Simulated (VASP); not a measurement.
Here is the system:

```yaml
crystal:
  lattice:
    - [4.16708, 0.00000, 0.00000]
    - [0.00000, 4.16708, 0.00000]
    - [0.00000, 0.00000, 4.16708]
  atoms:
    - { symbol: Co, position: [0.85149, 0.64851, 0.35148] }
    - { symbol: Co, position: [0.35148, 0.85149, 0.64851] }
    - { symbol: Co, position: [0.14852, 0.14852, 0.14852] }
    - { symbol: Co, position: [0.64851, 0.35148, 0.85149] }
    - { symbol: Si, position: [0.15552, 0.34448, 0.65552] }
    - { symbol: Si, position: [0.65552, 0.15552, 0.34448] }
    - { symbol: Si, position: [0.84448, 0.84448, 0.84448] }
    - { symbol: Si, position: [0.34448, 0.65552, 0.15552] }
```

Method: LDA (Ceperley-Alder, Perdew-Zunger), VASP's LDA PAW potentials (set 64) (plane waves; VASP). Settings: 500 eV cut-off, 7×7×7 Γ-centred mesh, first-order Methfessel-Paxton smearing of 0.10 eV, potentials Co Si.

**Question.** What does the run give for the energy per atom (σ→0), pressure, band gap (on the k-mesh) with the smallest direct gap where there is one?

**Answer.** 
The band gap (on the k-mesh) is none (metal, semimetal or under 0.01 eV) and the energy per atom (σ→0) is -7.672 eV/atom. The pressure is 45.23 GPa.

Only differences to runs with the same potentials and settings are physical.

The compound is CoSi in the B20 structure. It was relaxed first under an external pressure of 45 GPa. The run is not spin-polarised, so no magnetic state was tried.
